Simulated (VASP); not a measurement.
Given:

```
CsBr
1.0
    4.32562     0.00000     0.00000
    0.00000     4.32562     0.00000
    0.00000     0.00000     4.32562
Cs Br
1 1
Cartesian
  0.03263  -0.03457  -0.02806
  2.13018   2.19738   2.19087
```

Computed with LDA (Ceperley-Alder, Perdew-Zunger), VASP's LDA PAW potentials (set 64) (plane waves; VASP). Run with 300 eV cut-off, 4×4×4 Γ-centred mesh, Gaussian smearing of 0.020 eV, potentials Cs_sv Br.

At this cut-off the stress carries a Pulay error, which pulls relaxed volumes low. Energy and stress use the plane-wave basis of the starting cell.

Q: The ions, cell shape and volume are relaxed. Predict the relaxed structure.

A: 
```
CsBr
1.0
    4.14584     0.00035     0.00020
    0.00035     4.14582    -0.00024
    0.00020    -0.00025     4.14587
Cs Br
1 1
Direct
  0.99991   0.00009   0.00007
  0.50009   0.49991   0.49993
```
Space group Pm-3m (221), at a tolerance of 0.03 Å.

Q: How do energy and volume change from the first to the last step?

A: The energy (σ→0) changes by -35.0 meV/atom and the volume by -12.0 %, in 11 ionic steps.

The structure comes from a computed database's CsBr entry; how it stands against other phases isn't given here. In the starting cell atoms are displaced from their ideal sites. This run relaxes it. The run is one of a series of settings (EDIFFG = -0.01, GGA removed, IBRION = 2, ISIF = 3, NSW = 50, POTCAR Cs_sv Br (LDA.64 set) against the base run), some of them coarse on purpose.
